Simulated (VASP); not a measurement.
Input for VASP

### KPOINTS
```
K-points
0
G
8 8 4
```

POSCAR:
```
PtSe2
1
    1.8804939075    -3.2571112402     0.0000000000
    1.8804939075     3.2571112402     0.0000000000
    0.0000000000     0.0000000000     6.1701623604
Pt Se
1 2
Direct
  0.0000000000   0.0000000000   0.0000000000
  0.3333330000   0.6666670000   0.2119922123
  0.6666670000   0.3333330000   0.7880077877
```

INCAR:
```
# general
SYSTEM  = PtSe2
PREC    = Accurate
ENCUT   = 520
LREAL   = .FALSE.   # projection in real space or not
LASPH   = .TRUE.   # aspherical one-centre terms

# electronic loop
EDIFF   = 1E-7   # SCF stop (eV)
NELM    = 100   # most electronic steps
ALGO    = Normal   # blocked Davidson
LMAXMIX = 6

# smearing
ISMEAR  = -5   # tetrahedra, Bloechl

# functional
GGA     = 91   # PW91

# ions
ISIF    = 2   # forces and stress, cell fixed

# output
LWAVE   = .FALSE.
LCHARG  = .TRUE.
LORBIT  = 11   # lm-projected
NEDOS   = 601   # DOS grid

# other
LEFG    = .TRUE.
```

POTCAR, in this order: Pt Se (PBE.64 set). Program: vasp_std.

**Question.** Write an equivalent input for Quantum ESPRESSO's pw.x.

**Answer.** One equivalent input (not run):
```
&CONTROL
  calculation = 'scf'
  pseudo_dir = './pseudo'
  outdir = './out'
  tprnfor = .true.
  tstress = .true.
/
&SYSTEM
  ibrav = 0
  nat = 3
  ntyp = 2
  ecutwfc = 86
  occupations = 'tetrahedra'
  input_dft = 'pw91'
/
&ELECTRONS
  conv_thr = 7.3e-09
  electron_maxstep = 100
/
ATOMIC_SPECIES
  Pt 195.084 Pt.upf
  Se 78.971 Se.upf
CELL_PARAMETERS angstrom
     1.8804939   -3.2571112    0.0000000
     1.8804939    3.2571112    0.0000000
     0.0000000    0.0000000    6.1701624
ATOMIC_POSITIONS crystal
  Pt   0.0000000  0.0000000  0.0000000
  Se   0.3333330  0.6666670  0.2119922
  Se   0.6666670  0.3333330  0.7880078
K_POINTS automatic
  8 8 4 0 0 0
```
Limits of the translation: the potentials are each code's own (VASP's PAW set, PseudoDojo norm-conserving files in pw.x), so ENCUT and ecutwfc are chosen apart and not converted; conv_thr bounds pw.x's estimated SCF error, while EDIFF bounds the energy change between steps; the field gradients of LEFG aren't asked of the other code.

The compound is PtSe2 in the 1T layered structure. It was relaxed first, which changed the volume by +23 %.
